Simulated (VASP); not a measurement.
TiPd under changes of volume

One of the cells (15.620 Å³/atom); the others are scaled copies at fixed shape and fractional positions:

```
CELL_PARAMETERS angstrom
2.83335 0.00000 0.00000
0.00000 2.83335 0.00000
0.00000 0.00000 3.89137
ATOMIC_POSITIONS crystal
Pd 0.50000 0.50000 0.50000
Ti 0.00000 0.00000 0.00000
```

The cell comes from a database or a generator and needn't be the stable form of this composition.

* Program: VASP 6.6.1
* Functional: PBEsol
* Potentials or basis: VASP PAW PBE potentials, release 64 (Pd, Ti_sv)
* Cutoff: 520 eV
* k mesh: 9 × 9 × 7
* Occupations: fermi-dirac, width 0.05 eV
* Spin: no spin polarisation

| volume (Å³/atom) | energy over the lowest point (meV/atom) | pressure (GPa) |
| --- | --- | --- |
| 14.395 | 11.34 | 7.0 |
| 14.701 | 1.92 | 2.9 |
| 15.007 | 0.00 | -0.8 |
| 15.620 | 15.56 | -7.1 |
| 15.926 | ? | ? |
| 16.232 | 52.52 | -12.1 |

Q: What does the run at 15.926 Å³/atom give?

A: Energy over the lowest point 31.66 meV/atom; pressure -9.7 GPa.

Worked out: A Birch-Murnaghan fit of order 3 (a polynomial in V^(-2/3)) to the other rows has its minimum at 14.94 Å³/atom with B0 = V·E''(V) = 175 GPa and B' = 4.5 at fixed shape and positions, which overstates the stiffness. It gives 31.66 meV/atom at 15.926 Å³/atom, against the run's 31.66, and -dE/dV = -9.7 GPa, against -9.7.

Energies are extrapolated to zero smearing.

Caveats: the PAW data sets were made with another functional, which shifts forces and pressure a little.
